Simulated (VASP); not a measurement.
InAs: relaxation of the atoms with PBE

Crystal: InAs.

```xyz
2
Lattice="0.0000 3.1289 3.1289 3.1289 0.0000 3.1289 3.1289 3.1289 0.0000" Properties=species:S:1:pos:R:3 pbc="T T T"
In    0.0000    0.0000    0.0000
As    1.5644    1.5644    1.5644
```

The cell isn't the ideal one: a relaxed cell with its volume scaled by 1.02.

```
Program                : VASP 6.6.1
Task                   : relaxation of the atoms
Functional             : PBE
Potentials or basis    : VASP PAW PBE potentials, release 64 (In, As)
Cutoff                 : 300 eV
k mesh                 : 5 × 5 × 5
Occupations            : gaussian, width 0.03 eV
Spin                   : no spin polarisation
Further INCAR settings : ALGO = Normal; EDIFF = 1e-07; IBRION = 2; EDIFFG = -0.01; NSW = 40
```

```json
{
 "Pressure after relaxing": "-0.9 GPa",
 "Band gap on the k mesh": "none (metal or under the smearing width)"
}
```

Final structure:
```cif
data_structure
_symmetry_space_group_name_H-M 'P 1'
_symmetry_Int_Tables_number 1
_cell_length_a 4.4249
_cell_length_b 4.4249
_cell_length_c 4.4249
_cell_angle_alpha 60.000
_cell_angle_beta 60.000
_cell_angle_gamma 60.000
_cell_volume 61.26
loop_
_atom_site_label
_atom_site_type_symbol
_atom_site_fract_x
_atom_site_fract_y
_atom_site_fract_z
_atom_site_occupancy
In1 In 0.00000 0.00000 0.00000 1
As1 As 0.25000 0.25000 0.25000 1
```

Levels at points of the mesh, in eV from the Fermi level:
```tsv
k point	band 2	band 3	band 4	band 5	band 6	band 7
(0.00, 0.00, 0.00)	-0.69	-0.01	-0.01	-0.01	3.86	3.86
```

Wall time 9 s on 1 thread of Intel(R) Xeon(R) Platinum 8259CL CPU @ 2.50GHz (Skylake/Cascade Lake), on a shared host, peak memory 0.15 GiB.

Caveat: the relaxation stopped at its first step, so nothing moved.
